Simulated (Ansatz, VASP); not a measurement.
# Hf29Ga24N24O58 (amorphous HfO2 against GaN(10-10), 11.8 A) in two plane-wave programs, part 2 of 2

Aim: how closely do two programs agree when they are given the same cell, functional and k mesh? The cell is taken from a series of runs on this material, whose earlier steps may have relaxed, scaled, displaced or heated it; both programs get it as it stands.

VASP 6.6.1 and Ansatz 0.2.0.

So far: Set-up; Ansatz: single point, PBE.

### Step 3. VASP: single point, PBE

Level of this step: PBE; plane waves and PAW (Ga_d, N, Hf_pv, O) (VASP).

The same cell, functional, mesh and smearing now go to VASP, with its own data sets.

Lines of VASP's logs that name or quote its potential files are left out, and so is its time.

INCAR reads:

```
SYSTEM = Hf29Ga24N24O58
PREC = Accurate
ENCUT = 600
EDIFF = 1E-06
NELM = 120
ISMEAR = -1
SIGMA = 0.025
LREAL = Auto
ALGO = Normal
GGA = PE
NBANDS = 629
LASPH = .TRUE.
LORBIT = 11
LWAVE = .FALSE.
LCHARG = .FALSE.
ISIF = 2
GGA_COMPAT = .FALSE.
EFERMI = MIDGAP
```

POSCAR reads:

```
Hf29Ga24N24O58
1.0
   10.4600000000      0.0000000000      0.0000000000
    0.0000000000      9.6300000000      0.0000000000
    0.0000000000      0.0000000000     17.6106900000
Ga N Hf O
24 24 29 58
Direct
    0.0222900000      0.9928500000      0.2564500000
    0.2646500000      0.0055300000      0.0526000000
    0.0258000000      0.1536800000      0.0983000000
    0.2741000000      0.1643000000      0.2182500000
    0.0189600000      0.3220600000      0.2571600000
    0.2764400000      0.3046700000      0.0522600000
    0.0207100000      0.4986200000      0.1119500000
    0.2778800000      0.4915200000      0.1913600000
    0.0107400000      0.6660100000      0.2639600000
    0.2562400000      0.6545700000      0.0340600000
    0.0263400000      0.8216900000      0.0934100000
    0.2678300000      0.8164300000      0.1996400000
    0.5276600000      0.9952500000      0.2436500000
    0.7855900000      0.0018300000      0.0581800000
    0.5271300000      0.1690800000      0.1004100000
    0.7749500000      0.1614900000      0.2179300000
    0.5189700000      0.3308100000      0.2646300000
    0.7778900000      0.3403300000      0.0601300000
    0.5219000000      0.4997400000      0.0976200000
    0.7677700000      0.5048900000      0.2233500000
    0.5077400000      0.6666500000      0.2517100000
    0.7635300000      0.6650800000      0.0494100000
    0.5163500000      0.8367800000      0.0903200000
    0.7752000000      0.8282400000      0.1983200000
    0.0854900000      0.9899200000      0.0526900000
    0.3444300000      0.9797700000      0.2549500000
    0.0857400000      0.1612300000      0.2065700000
    0.3434900000      0.1576500000      0.1164200000
    0.0897600000      0.3337800000      0.0568400000
    0.3316500000      0.3427700000      0.2655500000
[... 99 atom lines left out ...]
    0.7395700000      0.1010700000      0.4633500000
    0.4610300000      0.9284500000      0.4629000000
    0.2654100000      0.2948900000      0.7671500000
    0.0791700000      0.6289000000      0.3644800000
    0.1669500000      0.0582400000      0.6936700000
    0.8048400000      0.9781900000      0.9499100000
```

KPOINTS reads:

```
Automatic mesh
0
Gamma
1 1 1
0 0 0
```

Potentials, in the order of the species: Ga_d, N, Hf_pv and O (PBE family, release 64).

Run with:

```sh
export OMP_NUM_THREADS=3
mpirun -np 1 vasp_gam
```

Numbers of over 12 decimals in the logs are rounded to 6 here.

The program printed:

```text
[banner, memory and clock lines left out]
running    1 mpi-ranks, on    1 nodes
[...]
Offloading initialized ...    1 GPUs detected
[...]
LDA part: xc-table for (Slater+PW92), standard interpolation
 POSCAR, INCAR and KPOINTS ok, starting setup
[...]
entering main loop
       N       E                     dE             d eps       ncg     rms          rms(c)
DAV:   1     0.293381245941E+05    0.29338E+05   -0.47236E+05  1258   0.294E+03
DAV:   2     0.633349761775E+04   -0.23005E+05   -0.22014E+05  1258   0.944E+02
DAV:   3    -0.338997070267E+03   -0.66725E+04   -0.62430E+04  1714   0.379E+02
DAV:   4    -0.129325503760E+04   -0.95426E+03   -0.93956E+03  1700   0.141E+02
[...]
DAV:  18    -0.113756324547E+04   -0.97529E-05   -0.41299E-05  1724   0.420E-02    0.140E-02
DAV:  19    -0.113756325276E+04   -0.72876E-05   -0.90001E-05  1516   0.285E-02    0.979E-03
DAV:  20    -0.113756325295E+04   -0.19699E-06   -0.76666E-06  1132   0.123E-02
   1 F= -.11375633E+04 E0= -.11375632E+04  d E =-.683533E-05
```

Parts of OUTCAR (step 3):

```text
  FREE ENERGIE OF THE ION-ELECTRON SYSTEM (eV)
  ---------------------------------------------------
  free  energy   TOTEN  =     -1137.5632529525 eV

  energy  without entropy=    -1137.5632461171  energy(sigma->0) =    -1137.56324953
```

Harder data sets than Hf_pv exist (the GW ones), and pressures, volumes and forces can shift noticeably with them.

### Step 4. Differences

Known differences besides the potentials themselves: the data sets hold 1534 valence electrons in Ansatz (on its default PAW (the set named soft_2) files) and 1070 in VASP; the cutoff is 420 eV in Ansatz and 600 eV in VASP (PREC = Accurate, projectors in real space). Total energies have different zeros and are not compared.

Compared:

| quantity | Ansatz | VASP | difference |
| --- | --- | --- | --- |
| pressure (GPa) | 0.59 | -1.01 | +1.60 |
| gap on the k mesh (eV) | 0.640 | 0.617 | +0.024 |

Forces on 7 of the 135 atoms, those with the largest forces and the largest differences (eV/Å; atoms numbered as in POSCAR):

| atom | Ansatz x, y, z | VASP x, y, z |
| --- | --- | --- |
| Hf72 | -0.007, -0.007, -0.003 | -0.162, -0.067, -0.070 |
| O89 | 0.007, -0.016, 0.015 | -0.086, 0.138, -0.137 |
| O94 | 0.002, -0.003, 0.010 | -0.001, -0.002, -0.177 |
| O96 | 0.000, -0.004, -0.003 | -0.111, 0.070, 0.122 |
| O98 | -0.005, -0.002, -0.002 | 0.135, 0.044, 0.110 |
| O105 | -0.002, -0.005, 0.001 | 0.140, 0.011, -0.145 |
| O135 | -0.001, 0.001, 0.008 | -0.076, -0.083, -0.156 |

The forces differ by 53 meV/Å r.m.s., where the r.m.s. force is 0.005 eV/Å in Ansatz and 0.052 eV/Å in VASP: the atoms lie near their places of rest in Ansatz, so a percentage would say little (all taken over all components). A gap on the mesh is an upper bound, since the band edges may lie between its points; neither run holds spin-orbit coupling, which can move the band edges of a compound of Hf.

### Step 5. Summary of results

```json
{
 "r.m.s. force difference (single point, PBE)": "53 meV/Å",
 "difference in pressure (single point, PBE)": "1.6 GPa"
}
```

What this shows: The r.m.s. force difference is 53 meV/Å (single point, PBE), beyond the 12 meV/Å picked in this series as the mark of a large difference. The data sets hold unlike numbers of valence electrons (1534 in Ansatz and 1070 in VASP), so part of the differences comes from the potentials. By the marks of this series, far apart in the single point, PBE pair: the r.m.s. force difference, 53 meV/Å and the difference in pressure, 1.6 GPa. What causes the difference of the single point, PBE pair stays open here. How closely two codes agree says nothing of how well the functional describes the real material.

[Lines on the potential files, build, host, timing and source positions are cut from VASP's logs without a mark.]

[Logs are printed without paths, hosts, clocks, repeated set-up lines and the standing remarks that a program may print on its own settings, such as how far it seeks lower states.]

[Hosts, paths, dates, database ids (printed as entryN), source tags and the programs' standing remarks are cut or masked in the printed files.]
